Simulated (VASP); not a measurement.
# GW on C (Diamond), part 4 of 8

How does the gap of C (Diamond) change from the starting functional to GW? The cell has space group Fd-3m. The start is a cell from a database of measured crystal structures.

VASP 6.6.1, plane waves and PAW; the level of theory is named at each step.

So far, quasiparticle gap on the mesh (eV): step 3 (evGW0) 5.67. Also gap on the k-mesh (eV): step 2 (empty bands, functional PBE) 4.15.

### Step 4. evGW

This step: evGW on PBE; plane waves and PAW (C_GW) (VASP 6.6.1).

The levels are updated in both G and W; wider gaps weaken the screening and open the gap further.

INCAR

```
SYSTEM = C
PREC = Accurate
ENCUT = 440
ISMEAR = 0
SIGMA = 0.01
LREAL = .FALSE.
GGA = PE
NBANDS = 80
ALGO = EVGW
NELMGW = 4
ENCUTGW = 200
NOMEGA = 64
PRECFOCK = Fast
NBANDSGW = 16
LWAVE = .FALSE.
LCHARG = .FALSE.
```

POSCAR

```
C
1.0
    0.0000000000      1.7833700000      1.7833700000
    1.7833700000      0.0000000000      1.7833700000
    1.7833700000      1.7833700000      0.0000000000
C
2
Direct
    0.7500000000      0.7500000000      0.7500000000
    0.5000000000      0.5000000000      0.5000000000
```

KPOINTS

```
Automatic mesh
0
Gamma
6 6 6
0 0 0
```

Potentials, in the order of the species: C_GW (PBE family, release 64).

Launch:

```bash
mpirun -np 8 vasp_std
```

The log of the run:

```text
[banner, memory and clock lines left out]
running    8 mpi-ranks, on    1 nodes
 distrk:  each k-point on    8 cores,    1 groups
 distr:  one band on    1 cores,    8 groups

 POSCAR found type information on POSCAR C
 POSCAR found :  1 types and       2 ions
 [... a notice as in an earlier step ...]

 [... a notice as in an earlier step ...]

 LDA part: xc-table for (Slater+PW92), standard interpolation
 found WAVECAR, reading the header
 POSCAR, INCAR and KPOINTS ok, starting setup
 FFT: planning ... GRIDC
 FFT: planning ... GRID_SOFT
 FFT: planning ... GRID
 reading WAVECAR
 the WAVECAR file was read successfully
 initial charge from wavefunction
 available memory per node:     88.24 GB, setting MAXMEM to     90358

 The Fermi energy was updated, please check that it is located mid-gap
 values below the HOMO (VB) or above the LUMO (CB) will cause erroneous energies
 E-fermi :  11.8419

 calculate exact exchange contribution
 the WAVEDER file was read successfully
energies w=
    0.000    0.000    0.862    0.000    1.722    0.000    2.578    0.000
    3.429    0.000    4.272    0.000    5.106    0.000    5.932    0.000
    6.746    0.000    7.550    0.000    8.343    0.000    9.124    0.000
    9.896    0.000   10.656    0.000   11.407    0.000   12.149    0.000
   12.884    0.000   13.612    0.000   14.334    0.000   15.053    0.000
   15.768    0.000   16.483    0.000   17.198    0.000   17.915    0.000
   18.636    0.000   19.363    0.000   20.097    0.000   20.841    0.000
   21.598    0.000   22.369    0.000   23.157    0.000   23.965    0.000
   24.797    0.000   25.656    0.000   26.546    0.000   27.471    0.000
   28.436    0.000   29.447    0.000   30.511    0.000   31.633    0.000
   32.826    0.000   34.096    0.000   35.456    0.000   36.919    0.000
   38.503    0.000   40.227    0.000   42.115    0.000   44.195    0.000
   46.504    0.000   49.087    0.000   52.000    0.000   55.317    0.000
   59.131    0.000   63.570    0.000   68.804    0.000   75.070    0.000
   82.709    0.000   92.226    0.000  104.404    0.000  120.525    0.000
  142.848    0.000  175.745    0.000  228.946    0.000  329.367    0.000
 responsefunction array rank=      80
 LDA part: xc-table for (Slater+PW92), standard interpolation

 min. memory requirement per mpi rank     69.4 MB, per node    554.9 MB

 allocating   8 responsefunctions rank=    80
 shmem allocating  64 responsefunctions rank=    80
 response function shared by NCSHMEM nodes    1
 Doing            8  frequencies on each core in blocks of           64
NQ=   1    0.0000    0.0000    0.0000,
|.........|.........|.........|.........|.........|.........|.........|.........
 performed        172000 updates of chi_q(r,r)
 total number of BLAS operations          5.82 Gflops
NQ=   2    0.1667    0.0000    0.0000,
|.........|.........|.........|.........|.........|.........|.........|.........
 performed        518000 updates of chi_q(r,r)
 total number of BLAS operations         17.53 Gflops
NQ=   3    0.3333    0.0000    0.0000,
|.........|.........|.........|.........|.........|.........|.........|.........
 performed        864000 updates of chi_q(r,r)
 total number of BLAS operations         32.70 Gflops
NQ=   4    0.5000    0.0000    0.0000,
|.........|.........|.........|.........|.........|.........|.........|.........
 performed       1148000 updates of chi_q(r,r)
 total number of BLAS operations         45.87 Gflops
NQ=   5    0.1667    0.1667    0.0000,
|.........|.........|.........|.........|.........|.........|.........|.........
 performed       1494000 updates of chi_q(r,r)
 total number of BLAS operations         57.22 Gflops
NQ=   6    0.3333    0.1667    0.0000,
|.........|.........|.........|.........|.........|.........|.........|.........
 performed       2060000 updates of chi_q(r,r)
 total number of BLAS operations         78.80 Gflops
NQ=   7    0.5000    0.1667    0.0000,
|.........|.........|.........|.........|.........|.........|.........|.........
 performed       2626000 updates of chi_q(r,r)
 total number of BLAS operations        103.62 Gflops
NQ=   8   -0.3333    0.1667    0.0000,
|.........|.........|.........|.........|.........|.........|.........|.........
 performed       3192000 updates of chi_q(r,r)
 total number of BLAS operations        127.77 Gflops
NQ=   9   -0.1667    0.1667    0.0000,
|.........|.........|.........|.........|.........|.........|.........|.........
 performed       3676000 updates of chi_q(r,r)
 total number of BLAS operations        147.31 Gflops
NQ=  10    0.3333    0.3333    0.0000,
|.........|.........|.........|.........|.........|.........|.........|.........
 performed       4022000 updates of chi_q(r,r)
 total number of BLAS operations        163.32 Gflops
NQ=  11    0.5000    0.3333    0.0000,
|.........|.........|.........|.........|.........|.........|.........|.........
 performed       4588000 updates of chi_q(r,r)
 total number of BLAS operations        189.49 Gflops
NQ=  12   -0.3333    0.3333    0.0000,
|.........|.........|.........|.........|.........|.........|.........|.........
 performed       5072000 updates of chi_q(r,r)
 total number of BLAS operations        210.15 Gflops
NQ=  13    0.5000    0.5000    0.0000,
|.........|.........|.........|.........|.........|.........|.........|.........
 performed       5321000 updates of chi_q(r,r)
 total number of BLAS operations        218.32 Gflops
NQ=  14    0.5000    0.3333    0.1667,
|.........|.........|.........|.........|.........|.........|.........|.........
 performed       5964000 updates of chi_q(r,r)
 total number of BLAS operations        248.04 Gflops
NQ=  15   -0.3333    0.3333    0.1667,
|.........|.........|.........|.........|.........|.........|.........|.........
 performed       6566000 updates of chi_q(r,r)
 total number of BLAS operations        273.03 Gflops
NQ=  16   -0.3333    0.5000    0.1667,
|.........|.........|.........|.........|.........|.........|.........|.........
 performed       7053000 updates of chi_q(r,r)
 total number of BLAS operations        293.23 Gflops
 resolving degeneracies of screened two electron integrals

 calculate QP shifts <psi_nk| G(iteration)W_0 |psi_nk>: iteration 1
 allocating   8 responsefunctions rank=    80
 shmem allocating  64 responsefunctions rank=    80
 response function shared by NCSHMEM nodes    1
 Doing            8  frequencies on each core in blocks of           64
NQ=   1    0.0000    0.0000    0.0000,
|.........|.........|.........|.........|.........|.........|.........|.........
 performed        172000 updates of chi_q(r,r)
 total number of BLAS operations          5.82 Gflops
NQ=   2    0.1667    0.0000    0.0000,
[...]
total number of BLAS operations        273.03 Gflops
NQ=  16   -0.3333    0.5000    0.1667,
|.........|.........|.........|.........|.........|.........|.........|.........
 performed       7053000 updates of chi_q(r,r)
 total number of BLAS operations        293.23 Gflops
 resolving degeneracies of screened two electron integrals

 calculate QP shifts <psi_nk| G(iteration)W_0 |psi_nk>: iteration 2
 allocating   8 responsefunctions rank=    80
 shmem allocating  64 responsefunctions rank=    80
 response function shared by NCSHMEM nodes    1
 Doing            8  frequencies on each core in blocks of           64
NQ=   1    0.0000    0.0000    0.0000,
|.........|.........|.........|.........|.........|.........|.........|.........
 performed        172000 updates of chi_q(r,r)
 total number of BLAS operations          5.82 Gflops
NQ=   2    0.1667    0.0000    0.0000,
|.........|.........|.........|.........|.........|.........|.........|.........
 performed        518000 updates of chi_q(r,r)
 total number of BLAS operations         17.53 Gflops
NQ=   3    0.3333    0.0000    0.0000,
|.........|.........|.........|.........|.........|.........|.........|.........
 performed        864000 updates of chi_q(r,r)
 total number of BLAS operations         32.70 Gflops
NQ=   4    0.5000    0.0000    0.0000,
|.........|.........|.........|.........|.........|.........|.........|.........
 performed       1148000 updates of chi_q(r,r)
 total number of BLAS operations         45.87 Gflops
NQ=   5    0.1667    0.1667    0.0000,
|.........|.........|.........|.........|.........|.........|.........|.........
 performed       1494000 updates of chi_q(r,r)
 total number of BLAS operations         57.22 Gflops
NQ=   6    0.3333    0.1667    0.0000,
|.........|.........|.........|.........|.........|.........|.........|.........
 performed       2060000 updates of chi_q(r,r)
 total number of BLAS operations         78.80 Gflops
NQ=   7    0.5000    0.1667    0.0000,
|.........|.........|.........|.........|.........|.........|.........|.........
 performed       2626000 updates of chi_q(r,r)
 total number of BLAS operations        103.62 Gflops
NQ=   8   -0.3333    0.1667    0.0000,
|.........|.........|.........|.........|.........|.........|.........|.........
 performed       3192000 updates of chi_q(r,r)
 total number of BLAS operations        127.77 Gflops
NQ=   9   -0.1667    0.1667    0.0000,
|.........|.........|.........|.........|.........|.........|.........|.........
 performed       3676000 updates of chi_q(r,r)
 total number of BLAS operations        147.31 Gflops
NQ=  10    0.3333    0.3333    0.0000,
|.........|.........|.........|.........|.........|.........|.........|.........
 performed       4022000 updates of chi_q(r,r)
 total number of BLAS operations        163.32 Gflops
NQ=  11    0.5000    0.3333    0.0000,
|.........|.........|.........|.........|.........|.........|.........|.........
 performed       4588000 updates of chi_q(r,r)
 total number of BLAS operations        189.49 Gflops
NQ=  12   -0.3333    0.3333    0.0000,
|.........|.........|.........|.........|.........|.........|.........|.........
 performed       5072000 updates of chi_q(r,r)
 total number of BLAS operations        210.15 Gflops
NQ=  13    0.5000    0.5000    0.0000,
|.........|.........|.........|.........|.........|.........|.........|.........
 performed       5321000 updates of chi_q(r,r)
 total number of BLAS operations        218.32 Gflops
NQ=  14    0.5000    0.3333    0.1667,
|.........|.........|.........|.........|.........|.........|.........|.........
 performed       5964000 updates of chi_q(r,r)
 total number of BLAS operations        248.04 Gflops
NQ=  15   -0.3333    0.3333    0.1667,
|.........|.........|.........|.........|.........|.........|.........|.........
 performed       6566000 updates of chi_q(r,r)
 total number of BLAS operations        273.03 Gflops
NQ=  16   -0.3333    0.5000    0.1667,
|.........|.........|.........|.........|.........|.........|.........|.........
 performed       7053000 updates of chi_q(r,r)
 total number of BLAS operations        293.23 Gflops
 resolving degeneracies of screened two electron integrals

 calculate QP shifts <psi_nk| G(iteration)W_0 |psi_nk>: iteration 3
 allocating   8 responsefunctions rank=    80
 shmem allocating  64 responsefunctions rank=    80
 response function shared by NCSHMEM nodes    1
 Doing            8  frequencies on each core in blocks of           64
NQ=   1    0.0000    0.0000    0.0000,
|.........|.........|.........|.........|.........|.........|.........|.........
 performed        172000 updates of chi_q(r,r)
 total number of BLAS operations          5.82 Gflops
NQ=   2    0.1667    0.0000    0.0000,
|.........|.........|.........|.........|.........|.........|.........|.........
 performed        518000 updates of chi_q(r,r)
 total number of BLAS operations         17.53 Gflops
NQ=   3    0.3333    0.0000    0.0000,
|.........|.........|.........|.........|.........|.........|.........|.........
 performed        864000 updates of chi_q(r,r)
 total number of BLAS operations         32.70 Gflops
NQ=   4    0.5000    0.0000    0.0000,
|.........|.........|.........|.........|.........|.........|.........|.........
 performed       1148000 updates of chi_q(r,r)
 total number of BLAS operations         45.87 Gflops
NQ=   5    0.1667    0.1667    0.0000,
|.........|.........|.........|.........|.........|.........|.........|.........
 performed       1494000 updates of chi_q(r,r)
 total number of BLAS operations         57.22 Gflops
NQ=   6    0.3333    0.1667    0.0000,
|.........|.........|.........|.........|.........|.........|.........|.........
 performed       2060000 updates of chi_q(r,r)
 total number of BLAS operations         78.80 Gflops
NQ=   7    0.5000    0.1667    0.0000,
|.........|.........|.........|.........|.........|.........|.........|.........
 performed       2626000 updates of chi_q(r,r)
 total number of BLAS operations        103.62 Gflops
NQ=   8   -0.3333    0.1667    0.0000,
|.........|.........|.........|.........|.........|.........|.........|.........
 performed       3192000 updates of chi_q(r,r)
 total number of BLAS operations        127.77 Gflops
NQ=   9   -0.1667    0.1667    0.0000,
|.........|.........|.........|.........|.........|.........|.........|.........
 performed       3676000 updates of chi_q(r,r)
 total number of BLAS operations        147.31 Gflops
NQ=  10    0.3333    0.3333    0.0000,
|.........|.........|.........|.........|.........|.........|.........|.........
 performed       4022000 updates of chi_q(r,r)
 total number of BLAS operations        163.32 Gflops
NQ=  11    0.5000    0.3333    0.0000,
|.........|.........|.........|.........|.........|.........|.........|.........
 performed       4588000 updates of chi_q(r,r)
 total number of BLAS operations        189.49 Gflops
NQ=  12   -0.3333    0.3333    0.0000,
|.........|.........|.........|.........|.........|.........|.........|.........
 performed       5072000 updates of chi_q(r,r)
 total number of BLAS operations        210.15 Gflops
NQ=  13    0.5000    0.5000    0.0000,
|.........|.........|.........|.........|.........|.........|.........|.........
 performed       5321000 updates of chi_q(r,r)
 total number of BLAS operations        218.32 Gflops
NQ=  14    0.5000    0.3333    0.1667,
|.........|.........|.........|.........|.........|.........|.........|.........
 performed       5964000 updates of chi_q(r,r)
 total number of BLAS operations        248.04 Gflops
NQ=  15   -0.3333    0.3333    0.1667,
|.........|.........|.........|.........|.........|.........|.........|.........
 performed       6566000 updates of chi_q(r,r)
 total number of BLAS operations        273.03 Gflops
NQ=  16   -0.3333    0.5000    0.1667,
|.........|.........|.........|.........|.........|.........|.........|.........
 performed       7053000 updates of chi_q(r,r)
 total number of BLAS operations        293.23 Gflops
 resolving degeneracies of screened two electron integrals

 calculate QP shifts <psi_nk| G(iteration)W_0 |psi_nk>: iteration 4
 entering main loop
```

Elapsed: 1.7 min, on 8 MPI ranks of AMD EPYC 7R43, shared host; peak memory 0.85 GiB; 13 min of CPU time.

(Part 4 of 8 ends here.)

[Lines on the potential files, build, host, timing and source positions are cut from VASP's logs without a mark.]

[Logs are printed without paths, hosts, clocks, repeated set-up lines and the standing remarks that a program may print on its own settings, such as how far it seeks lower states.]

[Hosts, paths, dates, database ids (printed as entryN), source tags and the programs' standing remarks are cut or masked in the printed files.]

[Pressures printed for these runs are not shown converged in the cutoff: they can be off by several GPa and have the wrong sign.]
